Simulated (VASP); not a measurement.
OSZICAR of a VASP run on Ga:

OSZICAR:
```
       N       E                     dE             d eps       ncg     rms           ort
SDA:   1    -0.318536060578E+00   -0.31854E+00    0.00000E+00    11   0.768E-02   0.000E+00
CGA:   2    -0.319940353002E+00   -0.14043E-02   -0.14042E-02    11   0.162E-02  -0.514E-05
CGA:   3    -0.320478892298E+00   -0.53854E-03   -0.53773E-03    11   0.344E-03   0.594E-05
CGA:   4    -0.320572428695E+00   -0.93536E-04   -0.93486E-04    11   0.166E-03   0.886E-06
CGA:   5    -0.320605865506E+00   -0.33437E-04   -0.33438E-04    11   0.298E-04   0.936E-07
CGA:   6    -0.320614956961E+00   -0.90915E-05   -0.90806E-05    11   0.792E-05   0.123E-06
CGA:   7    -0.320617772604E+00   -0.28156E-05   -0.27831E-05    11   0.231E-05   0.261E-06
CGA:   8    -0.320618758135E+00   -0.98553E-06   -0.96934E-06    11   0.153E-05   0.965E-07
   1 F= -.32061876E+00 E0= -.32061876E+00  d E =-.255822E-38  mag=     1.0000
```

Q: Which electronic solver shows in the log?

A: It is steepest descent (the opening step of the all-band solvers) and then all-band conjugate gradients (ALGO = All or Conjugate). The INCAR had ALGO = All.

Q: How was spin treated?

A: Collinear spin (ISPIN = 2): the summary line carries one mag value, 1.00 μB in the cell.

Q: Can the final energy be trusted as converged?

A: Self-consistency was reached. It stopped with EDIFF = 1E-6, NELM = 200 (revPBE GGA, plane waves, VASP's PBE PAW potentials (set 64)). The atom may not be in its lowest state.

The cell is a free atom in a box. The total moment is imposed (NUPDOWN), so this need not be the lowest spin state.
